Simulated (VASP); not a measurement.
Here is the system:

```yaml
crystal:
  lattice:
    - [-2.04038, 2.04038, 3.90170]
    - [2.04038, -2.04038, 3.90170]
    - [2.04038, 2.04038, -3.90170]
  atoms:
    - { symbol: Sn, position: [0.00000, 0.00000, 0.00000] }
    - { symbol: F, position: [0.75667, 0.75667, 0.00000] }
    - { symbol: F, position: [0.24333, 0.24333, 0.00000] }
    - { symbol: F, position: [0.50000, 0.00000, 0.50000] }
    - { symbol: F, position: [0.00000, 0.50000, 0.50000] }
```

Method: r2SCAN meta-GGA, VASP's PBE PAW potentials (set 64) (plane waves; VASP 6.6.1). Numerical set-up: 520 eV cut-off, 10×10×10 Γ-centred mesh, Gaussian smearing of 0.010 eV, potentials Sn_d F.

### Question
Give the direction-averaged independent-particle dielectric function (no local fields, no excitons; a broadening of 0.1 eV leaves a tail below the gap, and fine structure carries the noise of the k-mesh).

### Answer

```
ħω (eV)    ε₁    ε₂
-------  ----  ----
0.00     2.35  0.00
0.30     2.35  0.00
0.60     2.35  0.00
0.90     2.36  0.00
1.20     2.36  0.00
1.50     2.38  0.00
1.80     2.39  0.00
2.10     2.41  0.01
2.50     2.43  0.01
2.80     2.46  0.01
3.10     2.49  0.01
3.40     2.54  0.02
3.70     2.59  0.02
4.00     2.66  0.03
4.30     2.78  0.10
4.60     2.80  0.21
5.00     2.91  0.29
5.30     2.94  0.40
5.60     2.80  0.45
5.90     2.97  0.65
6.20     2.80  0.69
6.50     2.99  0.75
6.80     2.99  1.02
7.10     2.84  1.19
7.50     2.56  1.57
7.80     2.28  1.50
8.10     2.08  1.30
8.40     1.98  1.31
8.70     1.91  1.00
9.00     1.94  0.79
9.30     2.09  0.76
9.60     2.27  0.88
10.00    2.37  0.91
10.30    2.48  1.12
10.60    2.45  1.64
10.90    1.95  1.61
11.20    2.01  1.29
11.50    2.09  1.67
11.80    1.81  1.57
12.20    1.59  1.42
```
ε₂ peaks at 7.6 eV (height 1.6), 10.7 eV (height 1.7), 11.6 eV (height 1.7); ε₁(0) averages 2.35, so the electronic refractive index below the gap tends to √2.35 = 1.53.

The structure comes from a computed database's SnF4 entry (I4/mmm); how it stands against other phases isn't given here. It was relaxed first.
